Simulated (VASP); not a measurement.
Input for VASP

POSCAR:
```
AlN
1
    1.5607488033    -2.7032962192     0.0000000000
    1.5607488033     2.7032962192     0.0000000000
    0.0000000000     0.0000000000     4.9986472234
Al N
2 2
Direct
  0.6666670000   0.3333330000   0.5000537280
  0.3333330000   0.6666670000   0.0000537280
  0.6666670000   0.3333330000   0.8819462720
  0.3333330000   0.6666670000   0.3819462720
```

INCAR:
```
PARAM1 = 0.1234
PARAM2 = 1.0
NEDOS = 601
LORBIT = 11   # lm-projected
ENCUT = 520   # plane-wave cut-off (eV)
EDIFF = 1E-7
GGA = MK
AGGAC = 0.0
NELM = 100
ISIF = 2
LCHARG = .TRUE.
ALGO = Normal   # blocked Davidson
LUSE_VDW = .TRUE.
PREC = Accurate
LEFG = .TRUE.
ISMEAR = -5
SYSTEM = AlN
LASPH = .TRUE.   # aspherical one-centre terms
LWAVE = .FALSE.
LREAL = .FALSE.   # projection in real space or not
```

File KPOINTS:
```
Automatic mesh
0
Gamma
9 9 5
0 0 0
```

POTCAR, in this order: Al N (PBE.64 set). Program: vasp_std.

Q: Write an equivalent input for Quantum ESPRESSO's pw.x.

A: One equivalent input (not run):
```
&CONTROL
  calculation = 'scf'
  pseudo_dir = './pseudo'
  outdir = './out'
  tprnfor = .true.
  tstress = .true.
/
&SYSTEM
  ibrav = 0
  nat = 4
  ntyp = 2
  ecutwfc = 84
  occupations = 'tetrahedra'
  input_dft = 'vdw-df-ob86'
/
&ELECTRONS
  conv_thr = 7.3e-09
  electron_maxstep = 100
/
ATOMIC_SPECIES
  Al 26.982 Al.upf
  N 14.007 N.upf
CELL_PARAMETERS angstrom
     1.5607488   -2.7032962    0.0000000
     1.5607488    2.7032962    0.0000000
     0.0000000    0.0000000    4.9986472
ATOMIC_POSITIONS crystal
  Al   0.6666670  0.3333330  0.5000537
  Al   0.3333330  0.6666670  0.0000537
  N    0.6666670  0.3333330  0.8819463
  N    0.3333330  0.6666670  0.3819463
K_POINTS automatic
  9 9 5 0 0 0
```
Limits of the translation: the potentials are each code's own (VASP's PAW set, PseudoDojo norm-conserving files in pw.x), so ENCUT and ecutwfc are chosen apart and not converted; conv_thr bounds pw.x's estimated SCF error, while EDIFF bounds the energy change between steps; the field gradients of LEFG aren't asked of the other code.

The compound is AlN in the wurtzite structure. It was relaxed first.
